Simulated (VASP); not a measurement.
Given:

```yaml
crystal:
  lattice:
    - [2.07999, -3.60265, 0.00000]
    - [2.07999, 3.60265, 0.00000]
    - [0.00000, 0.00000, 6.85591]
  atoms:
    - { symbol: Mg, position: [0.00000, 0.00000, 0.00000] }
    - { symbol: I, position: [0.33333, 0.66667, 0.24416] }
    - { symbol: I, position: [0.66667, 0.33333, 0.75584] }
```

All values below come from optB86b-vdW, VASP's PBE PAW potentials (set 64) (plane waves; VASP 6.6.1). Numerical set-up: 520 eV cut-off, 7×7×4 Γ-centred mesh, tetrahedra with Blöchl corrections, potentials Mg I.

The cores are frozen, which limits the accuracy of field gradients.

Problem. Give the principal components of the electric field gradient (V/Å²) and the asymmetry η at each nucleus.

Solution. 
```
atom   Vxx   Vyy    Vzz     η
----  ----  ----  -----  ----
Mg1   -0.1  -0.1    0.2     -
I2    21.3  21.3  -42.6  0.00
I3    21.3  21.3  -42.6  0.00
```

The compound is MgI2 in the 1T layered structure. It was relaxed first.
